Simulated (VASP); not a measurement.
Data:

```
SnTe
1.0
    0.00000     2.82761     2.82761
    2.82761     0.00000     2.82761
    2.82761     2.82761     0.00000
Sn Te
1 1
Cartesian
  0.00000   0.00000   0.00000
  2.82761   2.82761   2.82761
```

All values below come from PBEsol GGA, VASP's PBE PAW potentials (set 64) (plane waves; VASP 6.6.1). Run with 500 eV cut-off, 11×11×11 Γ-centred mesh, first-order Methfessel-Paxton smearing of 0.10 eV, potentials Sn_d Te.

Energy and stress use the plane-wave basis of the starting cell.

### Question
The ions, cell shape and volume at an external pressure of 45.0 GPa are relaxed. Give the cell that the relaxation ends in.

### Answer

```
SnTe
1.0
    0.00000     2.75326     2.75326
    2.75326     0.00000     2.75326
    2.75326     2.75326     0.00000
Sn Te
1 1
Cartesian
  0.00000   0.00000   0.00000
  2.75326   2.75326   2.75326
```
Space group Fm-3m (225), at a tolerance of 0.03 Å.

### Question
How do energy and volume change from the first to the last step?

### Answer
The energy (σ→0) changes by +402.6 meV/atom and the volume by -7.7 %, in 5 ionic steps.

```tsv
step	E(σ→0) (eV)	max force (eV/Å)	pressure (GPa)	volume (Å³)
1	-7.1300	0.000	29.99	45.22
2	-1.8521	0.000	129.42	32.73
3	-6.4112	0.000	43.40	42.06
4	-6.3455	0.000	44.62	41.82
5	-6.3247	0.000	45.04	41.74
```

The structure was generated: SnTe was put into the rock salt type (Fm-3m), which need not be its known phase. This run relaxes it under an external pressure of 45 GPa. Symmetry was kept, so distortions that lower it aren't found.
